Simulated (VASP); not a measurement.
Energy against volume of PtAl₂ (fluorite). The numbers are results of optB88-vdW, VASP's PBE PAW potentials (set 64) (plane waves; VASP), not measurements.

```json
[
 {"V (Å³/atom)": "16.429", "E (eV/atom)": "-3.59883"},
 {"V (Å³/atom)": "16.954", "E (eV/atom)": "-3.62048"},
 {"V (Å³/atom)": "17.478", "E (eV/atom)": "-3.62700"},
 {"V (Å³/atom)": "18.002", "E (eV/atom)": "-3.62070"},
 {"V (Å³/atom)": "18.527", "E (eV/atom)": "-3.60360"}
]
```

**Question.** Fit a third-order Birch-Murnaghan equation of state.

**Answer.** 
volume per atom: 17.47 Å^3/atom
bulk modulus: 130 GPa
pressure derivative of the bulk modulus: 4.62
lattice constant a: 5.940 Å

The compound is PtAl2 in the fluorite structure. It was relaxed first.
